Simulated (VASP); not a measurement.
**AlW3C4: equation of state with PBE**

AlW3C4:

```xyz
8
Lattice="2.8324 0.0000 0.0000 0.0000 2.9474 0.0000 0.0000 0.0000 10.1380" Properties=species:S:1:pos:R:3 pbc="T T T"
W     0.0000    1.4737    5.0858
W     0.0000    0.0000    2.5481
W     0.0000    1.4737    0.0191
Al    0.0000    0.0000    7.4909
C     1.4162    0.0000    9.3829
C     1.4162    1.4737    6.7082
C     1.4162    0.0000    4.2343
C     1.4162    1.4737    1.7036
```

The cell comes from a database or a generator and needn't be the stable form of this composition.

```json
{
 "Program": "VASP 6.6.1",
 "Task": "equation of state",
 "Functional": "PBE",
 "Potentials or basis": "VASP PAW PBE potentials, release 64 (W_sv, Al, C)",
 "Cutoff": "520 eV",
 "k mesh": "9 × 9 × 3",
 "Occupations": "fermi-dirac, width 0.05 eV",
 "Spin": "no spin polarisation",
 "Further INCAR settings": "ALGO = Normal; EDIFF = 1e-07; NBANDS = 40"
}
```

* Equilibrium volume: 10.55 Å³/atom
* Bulk modulus at fixed shape and positions: 328 GPa
* Pressure derivative of the bulk modulus: 4.3

Energy against volume, from the lowest point:
| volume (Å³/atom) | energy (meV/atom) |
| --- | --- |
| 9.944 | 39.00 |
| 10.156 | 15.78 |
| 10.368 | 3.13 |
| 10.579 | 0.00 |
| 10.791 | 5.43 |
| 11.002 | 18.56 |
| 11.214 | 38.61 |

All runs of the series together: 25 min on 1 thread of Intel(R) Xeon(R) Platinum 8259CL CPU @ 2.50GHz (Skylake/Cascade Lake) (shared host).

Caveat: the cell was scaled at fixed shape and fractional positions, which overstates the stiffness of a crystal with free parameters, most of all of layers and chains. The run has no spin-orbit coupling, so splittings on W are missing.
